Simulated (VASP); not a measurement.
Input of a VASP 6.6.1 run:

File INCAR:

```
PREC     = Accurate       # precision mode
ENCUT    = 400            # plane-wave cutoff, eV
EDIFF    = 1E-7           # SCF threshold, eV
ISMEAR   = 0              # smearing method
SIGMA    = 0.01           # smearing width, eV
LREAL    = False          # projectors in reciprocal space
LASPH    = True           # aspherical terms in the spheres
NELM     = 100            # most SCF steps
ALGO     = Normal         # electronic algorithm
ISIF     = 2              # what is computed and relaxed
LWAVE    = False          # write WAVECAR
LCHARG   = False          # write CHGCAR
GGA      = PE             # functional
IVDW     = 11             # dispersion correction
NBANDS   = 14             # bands
ISYM     = 0
```

File KPOINTS:

```
regular mesh
0
Gamma
  1 1 1
```

POSCAR

```
H2CO                                    
1.0
   12.4947659882      0.0000000000      0.0000000000
    0.0000000000     12.9947659882      0.0000000000
    0.0000000000      0.0000000000     13.4947659882
  C               O               H             
     1     1     2
Selective dynamics
Direct
     0.5000190503999988    0.5037871195999983    0.5000098304999980   F   F   F
     0.5280834451117153    0.4155268171665636    0.5141175711107232   T   T   T
     0.5509629685625361    0.5707094188210559    0.5219025625498975   T   T   T
     0.4217435266881632    0.5227968060249758    0.4643869069497455   T   T   T
```

Potentials or basis: VASP PAW PBE potentials, release 64 (C, O, H).

Command:

```bash
$ cat potpaw_PBE.64/C/POTCAR potpaw_PBE.64/O/POTCAR potpaw_PBE.64/H/POTCAR > POTCAR
$ mpirun -np 4 vasp_gam > vasp.out
```

Q: Predict the gap between the frontier levels.

A: 3.52 eV.

Q: What does it give for the largest force?

A: 0.042 eV/Å.

Q: Predict the dispersion energy per atom.

A: -0.001 eV.

Forces on the atoms (eV/Å):
```
C   -0.007  0.023 -0.004
O    0.011 -0.040  0.008
H    0.013  0.014  0.006
H   -0.018  0.003 -0.009
```

Caveat: the standard files for N, O and F lose accuracy on very short bonds. A hybrid or GW would open this gap; PBE tends to underestimate it.
